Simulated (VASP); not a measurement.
Level of theory: PBE GGA, VASP's PBE PAW potentials (set 64) (plane waves; VASP).

A VASP calculation is set up with these files.

**POSCAR**
```
Bi2Se3
1
    2.0956850000     1.2099440000     9.9762300000
   -2.0956850000     1.2099440000     9.9762300000
    0.0000000000    -2.4198890000     9.9762300000
Bi Se
2 3
Direct
  0.3984400000   0.3984400000   0.3984400000
  0.6015600000   0.6015600000   0.6015600000
  0.0000000000   0.0000000000   0.0000000000
  0.2157170000   0.2157170000   0.2157170000
  0.7842830000   0.7842830000   0.7842830000
```

INCAR:
```
# general
SYSTEM  = Bi2Se3
PREC    = Accurate
ENCUT   = 300
LREAL   = .False.
LASPH   = .True.

# electronic loop
EDIFF   = 1E-6
NELM    = 100
ALGO    = Normal
LMAXMIX = 4

# smearing
ISMEAR  = -1
SIGMA   = 0.05

# functional
GGA     = PE

# ions
ISIF    = 2

# output
LWAVE   = .False.
LCHARG  = .False.
```

KPOINTS:
```
kpoints
0
gamma
4 4 4
0 0 0
```

POTCAR, in this order: Bi_d Se (PBE.64 set). Program: vasp_std.

Output of the run:

**OUTCAR**
```
 ion  position               nearest neighbor table
   1  0.398  0.398  0.398-   5 2.89   5 2.89   5 2.89   3 3.11   3 3.11   3 3.11
   2  0.602  0.602  0.602-   4 2.89   4 2.89   4 2.89   3 3.11   3 3.11   3 3.11
   3  0.000  0.000  0.000-   2 3.11   1 3.11   2 3.11   2 3.11   1 3.11   1 3.11
   4  0.216  0.216  0.216-   2 2.89   2 2.89   2 2.89
   5  0.784  0.784  0.784-   1 2.89   1 2.89   1 2.89
  LATTYP: Found a trigonal (rhomboedric) cell.
 ALAT       =    10.2655260516
 COS(alpha) =     0.9166473139
 Subroutine PRICEL returns:
 Original cell was already a primitive cell.
 Subroutine GETGRP returns: Found 12 space group operations
The static configuration has the point symmetry D_3d.
The dynamic configuration has the point symmetry D_3d.
 Subroutine INISYM returns: Found 12 space group operations
 Subroutine IBZKPT returns following result:
 Found     13 irreducible k-points:

 Following reciprocal coordinates:
            Coordinates               Weight
  0.000000  0.000000  0.000000      1.000000
  0.250000  0.000000  0.000000      6.000000
  0.500000  0.000000  0.000000      3.000000
  0.250000  0.250000  0.000000      6.000000
  0.500000  0.250000  0.000000     12.000000
...
```

**OSZICAR**
```
       N       E                     dE             d eps       ncg     rms          rms(c)
DAV:   1     0.379510643859E+03    0.37951E+03   -0.17515E+04   752   0.118E+03
DAV:   2     0.157600178602E+02   -0.36375E+03   -0.35360E+03   852   0.354E+02
DAV:   3    -0.197705576899E+02   -0.35531E+02   -0.34559E+02   884   0.129E+02
DAV:   4    -0.210608671051E+02   -0.12903E+01   -0.12786E+01   924   0.263E+01
DAV:   5    -0.211025879697E+02   -0.41721E-01   -0.41677E-01   952   0.403E+00    0.509E+00
DAV:   6    -0.202152222970E+02    0.88737E+00   -0.23043E+00   820   0.852E+00    0.316E+00
DAV:   7    -0.202265790583E+02   -0.11357E-01   -0.44333E-01   840   0.305E+00    0.166E+00
DAV:   8    -0.202344106007E+02   -0.78315E-02   -0.66881E-02   928   0.151E+00    0.517E-01
DAV:   9    -0.202339450639E+02    0.46554E-03   -0.12190E-02   948   0.626E-01    0.150E-01
DAV:  10    -0.202341577584E+02   -0.21269E-03   -0.23282E-03   812   0.260E-01    0.661E-02
DAV:  11    -0.202342818848E+02   -0.12413E-03   -0.54676E-04   988   0.121E-01    0.394E-02
DAV:  12    -0.202343010222E+02   -0.19137E-04   -0.10301E-04   948   0.641E-02    0.147E-02
DAV:  13    -0.202343023435E+02   -0.13212E-05   -0.23985E-05   892   0.400E-02    0.461E-03
DAV:  14    -0.202343025469E+02   -0.20340E-06   -0.20470E-06   696   0.910E-03
   1 F= -.20234303E+02 E0= -.20234171E+02  d E =-.262573E-03
```

File OUTCAR:
```
------------------------ aborting loop because EDIFF is reached ----------------------------------------
  FORCE on cell =-STRESS in cart. coord.  units (eV):
  Direction    XX          YY          ZZ          XY          YZ          ZX
  --------------------------------------------------------------------------------------
  Total       -0.2341671     -0.2341671     -0.3609391      0.0000000      0.0000000      0.0000000
  in kB       -2.4718800     -2.4718801     -3.8100914      0.0000000      0.0000001      0.0000000
  external PRESSURE =      -2.9179505 kB  Pullay stress =       0.0000000 kB
  volume of cell :      151.78
      direct lattice vectors                 reciprocal lattice vectors
     2.095685000  1.209944000  9.976230000     0.238585474  0.137747384  0.033412760
    -2.095685000  1.209944000  9.976230000    -0.238585474  0.137747384  0.033412760
     0.000000000 -2.419889000  9.976230000     0.000000000 -0.275494768  0.033412746
 POSITION                                       TOTAL-FORCE (eV/Angst)
 -----------------------------------------------------------------------------------
      0.00000     -0.00000     11.92479         0.000000     -0.000000      0.005522
      0.00000     -0.00000     18.00390         0.000000      0.000000     -0.005522
      0.00000      0.00000      0.00000         0.000000      0.000000     -0.000000
      0.00000     -0.00000      6.45613         0.000000     -0.000000      0.079441
      0.00000     -0.00000     23.47256         0.000000      0.000000     -0.079441
 -----------------------------------------------------------------------------------
    total drift:                                0.000000      0.000000     -0.000000
  FREE ENERGIE OF THE ION-ELECTRON SYSTEM (eV)
  ---------------------------------------------------
  free  energy   TOTEN  =       -20.2343025469 eV

  energy  without entropy=      -20.2340399739  energy(sigma->0) =      -20.23417126
```
(Selected blocks of OUTCAR.)

**OUTCAR**
```
 val. band max:        4.0279730052   @ k =   0.0000   0.0000   0.0000

 cond. band min:       4.4680867071   @ k =   0.0000   0.0000   0.0000


 Fermi energy:         4.2513216836

 k-point     1 :       0.0000    0.0000    0.0000
  band No.  band energies     occupation
      1     -18.8453      2.00000
      2     -18.8453      2.00000
      3     -18.8439      2.00000
      4     -18.8439      2.00000
      5     -18.8411      2.00000
      6     -18.8386      2.00000
      7     -18.8295      2.00000
      8     -18.8295      2.00000
      9     -18.8268      2.00000
     10     -18.8268      2.00000
     11      -9.8847      2.00000
     12      -9.2807      2.00000
     13      -8.3489      2.00000
     14      -5.3337      2.00000
     15      -4.4950      2.00000
     16       2.1821      2.00000
     17       2.2727      2.00000
     18       2.4581      2.00000
     19       2.4581      2.00000
     20       2.5655      2.00000
     21       2.5655      2.00000
     22       3.0870      2.00000
     23       3.0870      2.00000
     24       4.0280      1.97730
     25       4.4681      0.02586
     26       5.7058      0.00000
     27       5.7058      0.00000
     28       6.3068      0.00000

 k-point     2 :       0.2500    0.0000    0.0000
  band No.  band energies     occupation
      1     -18.8519      2.00000
      2     -18.8494      2.00000
      3     -18.8376      2.00000
      4     -18.8352      2.00000
      5     -18.8338      2.00000
      6     -18.8337      2.00000
      7     -18.8324      2.00000
      8     -18.8302      2.00000
      9     -18.8294      2.00000
     10     -18.8267      2.00000
     11      -9.3614      2.00000
     12      -8.8386      2.00000
     13      -8.1070      2.00000
     14      -5.6822      2.00000
     15      -5.1390      2.00000
     16       0.3043      2.00000
     17       0.9158      2.00000
     18       1.2890      2.00000
     19       1.5471      2.00000
     20       2.0437      2.00000
...
```

At this cut-off the stress carries a Pulay error, which pulls relaxed volumes low. Unless said otherwise, spin-orbit coupling is left out, though it shifts the bands of the heavy elements here.

The structure comes from a computed database's Bi2Se3 entry; how it stands against other phases isn't given here. The cell was not relaxed at this level. The k-mesh is coarse (spacing up to 0.44 per Å, 2π included), so the numbers may not be converged in it.
